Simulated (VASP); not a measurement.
Consider the following.

```
CELL_PARAMETERS angstrom
      0.00000     3.44989     3.44989
      3.44989     0.00000     3.44989
      3.44989     3.44989     0.00000
ATOMIC_POSITIONS crystal
  Sb 0.75000 0.75000 0.75000
  Sb 0.50000 0.50000 0.50000
```

Level of theory: PBEsol GGA, VASP's PBE PAW potentials (set 64) (plane waves; VASP). Run with 400 eV cut-off, Gaussian smearing of 0.050 eV, potentials Sb.

Unless said otherwise, spin-orbit coupling is left out, though it shifts the bands of the heavy elements here.

Predict the band gap (along the path) with the smallest direct gap where there is one.

| Quantity | Result |
|---|---|
| band gap (along the path) | none (metal, semimetal or under 0.01 eV) |

Total energies compare only between runs with the same potentials, cut-off and functional.

The structure was generated: Sb was put into the diamond type (Fd-3m), which need not be its known phase. It was relaxed first, which changed the volume by +24 %.
